## Why stretched aluminium loses its stiffness

The row at 16.726 Å³ per atom looks wrong. Real aluminium at room temperature has close to this volume and is at rest there. The calculation reports a pressure of −4.34 GPa. Pressure is counted positive in compression, so this crystal is under strong tension and would shrink if released.

Face-centred cubic aluminium at fixed volumes, calculated with VASP 6.6.1 using PBE with D3(BJ) dispersion, the recommended VASP PAW PBE potentials and no spin polarisation. The one-atom cell has an 18 × 18 × 18 k mesh, a plane-wave cutoff of 520 eV and Gaussian smearing of 0.1 eV. Pressure is positive in compression.

```tsv
volume (Å³/atom)	shortest distance (Å)	pressure (GPa)
14.359	2.728	10.070
14.833	2.758	6.130
15.306	2.787	2.800
15.780	2.815	0.010
16.253	2.843	-2.350
16.726	2.871	-4.340
17.200	2.897	-6.060
```

The misplaced zero has one main cause, and the bend of the curve has another. The volume rises in nearly equal steps of about 0.47 Å³, yet the pressure falls by 3.94 GPa in the first step and by only 1.72 GPa in the last. Three explanations suggest themselves: the added dispersion attraction fades with distance, equal steps matter less in a larger cell, or the metal itself softens.

### The dispersion attraction moves the zero

The D3 correction adds an attraction between pairs of atoms. It depends on the positions of the nuclei and leaves the electron density at a given volume unchanged, so its pressure can be subtracted afterwards. In these runs its energy varies almost exactly as 1/V, where V is the volume per atom. The derivative of that energy gives an inward pull of 4.5 GPa in the smallest cell and 3.1 GPa in the largest.

Without this pull the pressure vanishes at 16.5 Å³ instead of 15.78 Å³, and the suspicious row is left with a tension of only about 1 GPa. The correction therefore accounts for most of what looked wrong. Theory gives a reason to distrust it here: it treats the atoms as separate polarisable objects, whereas the mobile electrons of a metal screen such forces. Thermal expansion and zero-point motion, both absent from the calculation, would enlarge the cell a little further.

The bend survives the subtraction. The last pressure step is 44% of the first with the dispersion term and 45% without it. The added attraction thus explains most of the shifted zero, but not the bend.

### The tempting answer: a constant stiffness

Stiffness against a change of volume is measured by the bulk modulus, K = −V dP/dV, where P is the pressure. If K were constant, the pressure would follow −K ln(V/V₀), with V₀ the volume at rest. This curve also flattens, because each equal step is a smaller fraction of a larger cell.

The effect is real but much too weak. It would make the last step 86% of the first, whatever values K and V₀ have. The bulk modulus must itself fall, and in the table it drops from about 121 GPa over the first interval to 62 GPa over the last.

### Two large pressures that nearly cancel

The outer electrons of aluminium, three per atom, move almost freely through the crystal. Confining them to a cell of edge L costs kinetic energy, because their wavelengths shrink with L and their energy grows as 1/L². The energy gained from electrical attraction and exchange grows only as 1/L. In terms of volume, the outward kinetic pressure varies as V^(−5/3) and the inward pull as V^(−4/3).

The computed levels support the kinetic half of this picture. The energy range filled by these electrons narrows as V^(−0.62) between the end rows, close to the V^(−2/3) of free electrons. In the smallest cell it is about 6% narrower than the free-electron value.

The row at 15.780 Å³ shows the sizes involved:

- The electron density is n = 3/15.780 = 0.190 per Å³.
- The highest filled level of a free-electron gas lies at E_F = (ħ²/2m)(3π²n)^(2/3) ≈ 12 eV above the lowest, with m the electron mass.
- The outward pressure is (2/5)nE_F ≈ 0.92 eV/Å³, or 147 GPa.

With the dispersion term removed, the net pressure in this row is only 3.7 GPa, so everything else must add up to an inward pull of about 143 GPa. In this picture the quiet crystal is a standoff between two pressures far larger than any in the table.

Each power law contributes its exponent to the stiffness, so K = (5/3) × 147 − (4/3) × 143 ≈ 54 GPa. The neighbouring rows, again without dispersion, give 15.780 × (6.76 − 1.15)/(16.253 − 15.306) ≈ 93 GPa. The row's own pressure was used to set the pull, so only the stiffness is tested here. The free-electron picture supplies rather more than half of it.

The same sum explains much of the softening, taken as a fraction of the stiffness. On expansion the outward pressure dies away faster than the inward pull, and the stiffness is the difference between their weighted values. Because the larger term is also the one that fades faster, the difference shrinks faster than either. With only the strength of the pull fitted, the last pressure step is 56% of the first, well below the 86% of a constant stiffness but short of the full bend. From the first row to the last, the free-electron pressure falls by about a quarter, while the bulk modulus of the metal falls by about half.

### What is still missing

The missing stiffness could come from a steeper repulsion, from an inward pull that fades more slowly on expansion, or from opposing pressures that are both larger than estimated. A natural candidate is the ion core: the outer electrons are kept out of the region that the inner electrons fill. For evenly spread electrons this costs an energy proportional to their density, and so gives a pressure that varies as V^(−2). The numbers are consistent with a steeper term of this kind, but they do not prove it or identify its origin.

The test fitted the strengths of the core term and the inward pull to all seven pressures without dispersion, with the kinetic part held at its free-electron value. The typical miss is 0.2 GPa, against 0.7 GPa for a constant bulk modulus, which also has two adjustable constants. The analysis printed below gives the details. The two fitted strengths can compensate for each other, so neither should be read as a measured property of the ion.

The core term repairs the stiffness more than the bend. With it, the last step is 54% of the first, where the computed pressures without dispersion give 45%. The model thus covers about three quarters of the flattening that a constant stiffness leaves unexplained. The remainder may come from electrons gathering around the ions instead of staying evenly spread, but that is a guess which these runs do not test.

### Using the result

The softening can be put in one number. Along this series the bulk modulus changes by about 4.5 GPa for each GPa of pressure. Near rest, a 1% increase in volume therefore lowers the stiffness by about 4.5%. A constant bulk modulus is adequate for the tiny volume changes of ordinary loading, but not across the range of this table.

Sodium makes a useful comparison. It supplies one outer electron per atom instead of three, and spreads it through a larger volume. The electron gas is much thinner, both opposing pressures are far lower, and sodium is well known to be a much softer metal. Its pressure curve should flatten on expansion for the same reason, with the whole contest played out on a smaller scale.

Printed output of the fit:

```
fit of pe on 7 rows: constant 4.482 +/- 0.29, coefficient of lv -96.44 +/- 4.9; rms 0.659, worst 14.359 -1, leave-one-out rms 1.08
fit of rest on 7 rows: coefficient of g -142.4 +/- 1; rms 2.48, worst 14.359 -4.19, leave-one-out rms 2.92
fit of rest on 7 rows: coefficient of h 60.94 +/- 2.2, coefficient of g -203.9 +/- 2.2; rms 0.2, worst 14.359 -0.287, leave-one-out rms 0.332
Pressure and stiffness (step and bulk modulus belong to the interval ending at the row):
     row  step_down_GPa  bulk_modulus_GPa  D3_pressure_GPa  pressure_without_D3_GPa  free_electron_kinetic_pressure_GPa
  14.359            n/a               n/a           -4.513                    14.58                               171.9
  14.833           3.94             121.3           -4.223                    10.35                               162.9
  15.306           3.33             106.1           -3.961                    6.761                               154.6
   15.78           2.79             91.49           -3.722                    3.732                               146.9
  16.253           2.36             79.91           -3.504                    1.154                               139.8
  16.726           1.99             69.37           -3.305                   -1.035                               133.3
    17.2           1.72             61.55           -3.122                   -2.938                               127.2
Last pressure step over first, table: 0.4365
Last step over first, D3 removed: 0.4499
Last step over first, constant stiffness: 0.8604
Last step over first, kinetic plus Coulomb: 0.5633
Last step over first, kinetic plus Coulomb plus core: 0.544
Mean rise of bulk modulus per unit of pressure, table: 4.494
Volume at zero pressure with D3, in cubic angstrom: 15.78
Volume at zero pressure without D3, in cubic angstrom: 16.5
Power of 1/V in the D3 energy: 1.04
Total pressure fall without D3, in GPa: 17.52
Total pressure fall from kinetic plus Coulomb, in GPa: 10.12
Power of 1/V in the occupied band width, end rows: 0.6219
Occupied band width over free-electron value, first row: 0.9447
```
